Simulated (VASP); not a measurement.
These are PBE GGA, VASP's PBE PAW potentials (set 64) (plane waves; VASP) values and carry that method's errors.

VASP ran on this input.

File POSCAR:
```
Cd3HgSe4
6.2118130
  1.0000000458   0.0000000000   0.0000000000
  0.0000000000   1.0000000458   0.0000000000
  0.0000000000   0.0000000000   1.0000000458
Hg Se Cd
1 4 3
Cartesian
  1.0000000458   0.0000000000   1.0000000458
  0.2517506345   0.2517506345   0.2517506345
  0.7482494112   0.7482494112   0.2517506345
  0.7482494112   0.2517506345   0.7482494112
  0.2517506345   0.7482494112   0.7482494112
  0.5000000229   0.5000000229   1.0000000458
  0.5000000229   1.0000000458   0.5000000229
  0.0000000000   0.5000000229   0.5000000229
```

KPOINTS:
```
Automatic mesh
0
Gamma
4 4 4
0 0 0
```

INCAR:
```
SYSTEM = Cd3HgSe4
PREC = Accurate
ENCUT = 400
EDIFF = 1E-6
NELM = 100
ALGO = Normal
LREAL = .FALSE.
LASPH = .TRUE.
ISMEAR = 0
SIGMA = 0.05
GGA = PE
LMAXMIX = 6
LWAVE = .FALSE.
LCHARG = .TRUE.
```

POTCAR, in this order: Hg Se Cd (PBE.64 set). Program: vasp_std.

The resulting files:

**OSZICAR**
```
       N       E                     dE             d eps       ncg     rms          rms(c)
DAV:   1     0.436711225823E+03    0.43671E+03   -0.29487E+04   860   0.122E+03
DAV:   2     0.486288181038E+01   -0.43185E+03   -0.42429E+03   970   0.323E+02
DAV:   3    -0.217185336424E+02   -0.26581E+02   -0.26468E+02  1026   0.790E+01
DAV:   4    -0.220093594157E+02   -0.29083E+00   -0.29046E+00   975   0.788E+00
DAV:   5    -0.220121105423E+02   -0.27511E-02   -0.27504E-02   996   0.732E-01    0.122E+01
DAV:   6    -0.205888693875E+02    0.14232E+01   -0.32608E+00  1030   0.134E+01    0.959E+00
DAV:   7    -0.205554356583E+02    0.33434E-01   -0.12928E+00   907   0.452E+00    0.409E+00
DAV:   8    -0.205508446320E+02    0.45910E-02   -0.18140E-01   916   0.326E+00    0.597E-01
DAV:   9    -0.205479832062E+02    0.28614E-02   -0.33772E-02   907   0.164E+00    0.200E-01
DAV:  10    -0.205482028226E+02   -0.21962E-03   -0.23133E-03   945   0.378E-01    0.109E-01
DAV:  11    -0.205483770130E+02   -0.17419E-03   -0.61596E-04   930   0.127E-01    0.451E-02
DAV:  12    -0.205483950930E+02   -0.18080E-04   -0.16779E-04   912   0.649E-02    0.149E-02
DAV:  13    -0.205483962313E+02   -0.11383E-05   -0.11735E-05   895   0.154E-02    0.455E-03
DAV:  14    -0.205483971776E+02   -0.94631E-06   -0.23438E-06   662   0.820E-03
   1 F= -.20548397E+02 E0= -.20548080E+02  d E =-.634825E-03
```

File OUTCAR:
```
------------------------ aborting loop because EDIFF is reached ----------------------------------------
  FORCE on cell =-STRESS in cart. coord.  units (eV):
  Direction    XX          YY          ZZ          XY          YZ          ZX
  --------------------------------------------------------------------------------------
  Total       -0.0542429     -0.0542429     -0.0542429      0.0000000      0.0000000     -0.0000000
  in kB       -0.3625754     -0.3625754     -0.3625754      0.0000000      0.0000000     -0.0000000
  external PRESSURE =      -0.3625754 kB  Pullay stress =       0.0000000 kB
  volume of cell :      239.69
      direct lattice vectors                 reciprocal lattice vectors
     6.211813284  0.000000000  0.000000000     0.160983590  0.000000000  0.000000000
     0.000000000  6.211813284  0.000000000     0.000000000  0.160983590  0.000000000
     0.000000000  0.000000000  6.211813284     0.000000000  0.000000000  0.160983590
 POSITION                                       TOTAL-FORCE (eV/Angst)
 -----------------------------------------------------------------------------------
      0.00000      0.00000      0.00000        -0.000000     -0.000000      0.000000
      1.56383      1.56383      1.56383         0.001379      0.001379      0.001379
      4.64799      4.64799      1.56383        -0.001379     -0.001379      0.001379
      4.64799      1.56383      4.64799        -0.001379      0.001379     -0.001379
      1.56383      4.64799      4.64799         0.001379     -0.001379     -0.001379
      3.10591      3.10591      0.00000         0.000000     -0.000000      0.000000
      3.10591      0.00000      3.10591        -0.000000     -0.000000      0.000000
      0.00000      3.10591      3.10591         0.000000     -0.000000      0.000000
 -----------------------------------------------------------------------------------
    total drift:                                0.000000      0.000000      0.000000
  FREE ENERGIE OF THE ION-ELECTRON SYSTEM (eV)
  ---------------------------------------------------
  free  energy   TOTEN  =       -20.5483971776 eV

  energy  without entropy=      -20.5477623522  energy(sigma->0) =      -20.54807976
```
(Selected blocks of OUTCAR.)

The structure was generated: Cd3HgSe4 was put into an ordered model structure (P-43m), which need not be its known phase. It was relaxed first, which changed the volume by +8 %.
